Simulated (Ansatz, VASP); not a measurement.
# AgB: VASP beside Ansatz, part 3 of 3

Aim: how closely do two programs agree when they are given the same cell, functional and k mesh? The cell is generated by rule, not measured, and may not be a known phase. The cell is taken from a series of runs on this material, whose earlier steps may have relaxed, scaled, displaced or heated it; both programs get it as it stands.

VASP 6.6.1 and Ansatz 0.2.0.

So far: The structure; Ansatz: zone-centre phonons, PBEsol; VASP: zone-centre phonons, PBEsol.

## 3. VASP: zone-centre phonons, PBEsol (continued)

Level of this step: PBEsol; plane waves and PAW (B, Ag); invented cell (VASP).

Numbers of over 12 decimals in the logs are rounded to 6 here.

From OUTCAR (step 3):

```text
ion  position               nearest neighbor table
   1  0.333  0.333  0.333-   4 2.17   4 2.17   4 2.17   2 2.17   2 2.17   2 2.17   3 2.25
   2  0.667  0.667  0.667-   4 2.17   4 2.17   4 2.17   1 2.17   1 2.17   1 2.17   3 2.25
   3  0.500  0.500  0.500-   1 2.25   2 2.25   4 3.12   4 3.12   4 3.12   4 3.12   4 3.12   4 3.12

  LATTYP: Found a trigonal (rhomboedric) cell.
 ALAT       =     4.9888229654
 COS(alpha) =     0.7173887957

 Subroutine GETGRP returns: Found 12 space group operations
 (whereof 12 operations were pure point group operations)

The static configuration has the point symmetry D_3d.

 Found    189 irreducible k-points:

   k-points           NKPTS =    189   k-points in BZ     NKDIM =    189   number of bands    NBANDS=     20

   dimension x,y,z NGX =    36 NGY =   36 NGZ =   36
   dimension x,y,z NGXF=    72 NGYF=   72 NGZF=   72

   ENCUT  =  500.0 eV  36.75 Ry    6.06 a.u.   9.10  9.10  9.10*2*pi/ulx,y,z

   NELECT =      28.0000    total number of electrons

 k-points in reciprocal lattice and weights: Automatic mesh
   0.00000000  0.00000000  0.00000000       0.001
   0.08333333  0.00000000  0.00000000       0.003
   0.16666667  0.00000000 -0.00000000       0.003
   0.25000000  0.00000000 -0.00000000       0.003
   0.33333333  0.00000000 -0.00000000       0.003
   0.41666667  0.00000000 -0.00000000       0.003
   0.50000000  0.00000000 -0.00000000       0.002
   0.08333333  0.08333333  0.00000000       0.003
   0.16666667  0.08333333 -0.00000000       0.007
[...]
-0.41666667  0.50000000  0.41666667       0.003
   0.50000000  0.50000000  0.50000000       0.001

 average (electrostatic) potential at core
       1 -27.1765       2 -27.1765       3 -72.1669       4 -73.7217

  Total       -0.0566038     -0.0566038     -0.0018088      0.0000000      0.0000000     -0.0000000
  in kB       -1.6563146     -1.6563146     -0.0529294      0.0000000      0.0000000     -0.0000000
  external PRESSURE =      -1.1218529 kB  Pullay stress =       0.0000000 kB

  energy-cutoff  :      500.00
  volume of cell :       54.75
      direct lattice vectors                 reciprocal lattice vectors
     1.875330353  1.082722484  4.494352308     0.266619691  0.153932951  0.074167157
    -1.875330353  1.082722484  4.494352308    -0.266619691  0.153932951  0.074167157
     0.000000000 -2.165444968  4.494352308     0.000000000 -0.307865901  0.074167157

 POSITION                                       TOTAL-FORCE (eV/Angst)
 -----------------------------------------------------------------------------------
      0.00000      0.00000      4.49329        -0.000000     -0.000000     -0.008601
      0.00000      0.00000      8.98977        -0.000000     -0.000000      0.008601
      0.00000      0.00000      6.74153         0.000000      0.000000     -0.000000
      0.00000      0.00000      0.00000        -0.000000     -0.000000      0.000000
 -----------------------------------------------------------------------------------
    total drift:                               -0.000000     -0.000000      0.000000

 Eigenvectors and eigenvalues of the dynamical matrix
 ----------------------------------------------------

   1 f  =   13.010935 THz    81.750114 2PiTHz  433.998065 cm-1    53.808878 meV
             X         Y         Z           dx          dy          dz
      0.000000  0.000000  4.493291    -0.636523    0.000002    0.000000
      0.000000  0.000000  8.989766    -0.636523    0.000002   -0.000000
      0.000000  0.000000  6.741528    -0.031462    0.000000    0.000000
      0.000000  0.000000  0.000000     0.434380   -0.000001    0.000000

   2 f  =   13.010935 THz    81.750114 2PiTHz  433.998065 cm-1    53.808878 meV
             X         Y         Z           dx          dy          dz
      0.000000  0.000000  4.493291    -0.000002   -0.636523    0.000000
      0.000000  0.000000  8.989766    -0.000002   -0.636523   -0.000000
      0.000000  0.000000  6.741528    -0.000000   -0.031462   -0.000000
      0.000000  0.000000  0.000000     0.000001    0.434380   -0.000000

   3 f  =   11.087768 THz    69.666502 2PiTHz  369.848137 cm-1    45.855304 meV
             X         Y         Z           dx          dy          dz
      0.000000  0.000000  4.493291     0.707107   -0.000000    0.000000
      0.000000  0.000000  8.989766    -0.707107    0.000000   -0.000000
      0.000000  0.000000  6.741528     0.000000   -0.000000   -0.000000
      0.000000  0.000000  0.000000    -0.000000   -0.000000   -0.000000

   4 f  =   11.087768 THz    69.666502 2PiTHz  369.848137 cm-1    45.855304 meV
             X         Y         Z           dx          dy          dz
      0.000000  0.000000  4.493291    -0.000000   -0.707107   -0.000000
      0.000000  0.000000  8.989766     0.000000    0.707107    0.000000
      0.000000  0.000000  6.741528     0.000000   -0.000000    0.000000
      0.000000  0.000000  0.000000     0.000000   -0.000000    0.000000

   5 f  =   10.760610 THz    67.610908 2PiTHz  358.935319 cm-1    44.502288 meV
             X         Y         Z           dx          dy          dz
      0.000000  0.000000  4.493291    -0.000000   -0.000000    0.707107
      0.000000  0.000000  8.989766     0.000000    0.000000   -0.707107
      0.000000  0.000000  6.741528    -0.000000   -0.000000    0.000000
      0.000000  0.000000  0.000000    -0.000000    0.000000    0.000000

   6 f  =    8.712444 THz    54.741903 2PiTHz  290.615866 cm-1    36.031759 meV
             X         Y         Z           dx          dy          dz
      0.000000  0.000000  4.493291     0.000000   -0.000000    0.601039
      0.000000  0.000000  8.989766     0.000000   -0.000000    0.601039
      0.000000  0.000000  6.741528     0.000000   -0.000000   -0.510521
      0.000000  0.000000  0.000000     0.000000   -0.000000    0.129896

   7 f  =    0.004547 THz     0.028569 2PiTHz    0.151669 cm-1     0.018804 meV
             X         Y         Z           dx          dy          dz
      0.000000  0.000000  4.493291     0.000000    0.000000   -0.212794
      0.000000  0.000000  8.989766     0.000000    0.000000   -0.212794
      0.000000  0.000000  6.741528     0.000000    0.000000   -0.672966
      0.000000  0.000000  0.000000     0.000000    0.000000   -0.675687

   8 f  =    0.001490 THz     0.009363 2PiTHz    0.049709 cm-1     0.006163 meV
             X         Y         Z           dx          dy          dz
      0.000000  0.000000  4.493291    -0.191392   -0.094712   -0.000000
      0.000000  0.000000  8.989766    -0.191392   -0.094712   -0.000000
      0.000000  0.000000  6.741528    -0.603684   -0.298737   -0.000000
      0.000000  0.000000  0.000000    -0.604642   -0.299211   -0.000000

   9 f  =    0.001490 THz     0.009363 2PiTHz    0.049709 cm-1     0.006163 meV
             X         Y         Z           dx          dy          dz
      0.000000  0.000000  4.493291    -0.094712    0.191392    0.000000
      0.000000  0.000000  8.989766    -0.094712    0.191392    0.000000
      0.000000  0.000000  6.741528    -0.298737    0.603684    0.000000
      0.000000  0.000000  0.000000    -0.299211    0.604642    0.000000

  10 f/i=    2.139031 THz    13.439927 2PiTHz   71.350388 cm-1     8.846317 meV
             X         Y         Z           dx          dy          dz
      0.000000  0.000000  4.493291     0.000000    0.000000   -0.305731
      0.000000  0.000000  8.989766     0.000000    0.000000   -0.305731
      0.000000  0.000000  6.741528    -0.000000   -0.000000   -0.535242
      0.000000  0.000000  0.000000     0.000000    0.000000    0.725654

  11 f/i=    2.263121 THz    14.219607 2PiTHz   75.489582 cm-1     9.359511 meV
             X         Y         Z           dx          dy          dz
      0.000000  0.000000  4.493291     0.000005    0.221893    0.000000
      0.000000  0.000000  8.989766     0.000005    0.221893    0.000000
      0.000000  0.000000  6.741528    -0.000017   -0.738466    0.000000
      0.000000  0.000000  0.000000     0.000014    0.596821   -0.000000

  12 f/i=    2.263121 THz    14.219607 2PiTHz   75.489582 cm-1     9.359511 meV
             X         Y         Z           dx          dy          dz
      0.000000  0.000000  4.493291     0.221893   -0.000005    0.000000
      0.000000  0.000000  8.989766     0.221893   -0.000005    0.000000
      0.000000  0.000000  6.741528    -0.738466    0.000017    0.000000
      0.000000  0.000000  0.000000     0.596821   -0.000014   -0.000000

 ELASTIC MODULI CONTR FROM IONIC RELAXATION (kBar)
 Direction    XX          YY          ZZ          XY          YZ          ZX
 --------------------------------------------------------------------------------
 XX       -5259.9713   5249.1646    -82.5856      0.0000   -328.3577      0.0000
 YY        5249.1646  -5259.9713    -82.5856     -0.0000    328.3577     -0.0000
 ZZ         -82.5856    -82.5856  -1262.2498      0.0000     -0.0000      0.0000
 XY           0.0000     -0.0000      0.0000  -5254.5680      0.0000   -321.3087
 YZ        -328.3577    328.3577     -0.0000      0.0000    -20.5191      0.0000
 ZX           0.0000     -0.0000      0.0000   -321.3087      0.0000    -19.6475
 --------------------------------------------------------------------------------
```

## 4. Comparison

Known differences besides the potentials themselves: the data sets hold 44 valence electrons in Ansatz (on its default PAW (the set named soft_2) files) and 28 in VASP; the cutoff is 420 eV in Ansatz and 500 eV in VASP; Ansatz makes its cores anew for this functional, VASP keeps those of its PBE data sets. Total energies have different zeros and are not compared.

Both answers:

```tsv
quantity	Ansatz	VASP	difference
optical mode 1 to 2 (imaginary, printed as negative) (cm⁻¹)	-75.6	-75.5	-0.1
optical mode 3 (imaginary, printed as negative) (cm⁻¹)	-71.2	-71.4	+0.1
optical mode 4 (cm⁻¹)	289.1	290.6	-0.53 %
optical mode 5 (cm⁻¹)	356.8	358.9	-0.60 %
optical mode 6 to 7 (cm⁻¹)	366.8	369.8	-0.83 %
optical mode 8 to 9 (cm⁻¹)	430.9	434.0	-0.70 %
```

Modes are paired by rising frequency, not by their patterns, so a pair may set unlike modes beside each other; they are those without the splitting of longitudinal modes.

## 5. What came out

```
r.m.s. difference of the optical zone-centre modes, each program's sorted by frequency (zone-centre phonons, PBEsol) : 2.2 cm⁻¹
difference in optical mode 6 to 7 (zone-centre phonons, PBEsol)                                                      : -0.8 %
```

In words: The r.m.s. difference of the optical zone-centre modes, each program's sorted by frequency is 2.2 cm⁻¹ (zone-centre phonons, PBEsol). The data sets hold unlike numbers of valence electrons (44 in Ansatz and 28 in VASP), so part of the differences comes from the potentials. Among the rows given in per cent, the largest difference of the zone-centre phonons, PBEsol pair is in optical mode 6 to 7, -0.8 %. Such differences can come from data sets, numerical settings and the points named under the comparisons, not from the functional's error against experiment.

[Lines on the potential files, build, host, timing and source positions are cut from VASP's logs without a mark.]

[Logs are printed without paths, hosts, clocks, repeated set-up lines and the standing remarks that a program may print on its own settings, such as how far it seeks lower states.]

[Hosts, paths, dates, database ids (printed as entryN), source tags and the programs' standing remarks are cut or masked in the printed files.]
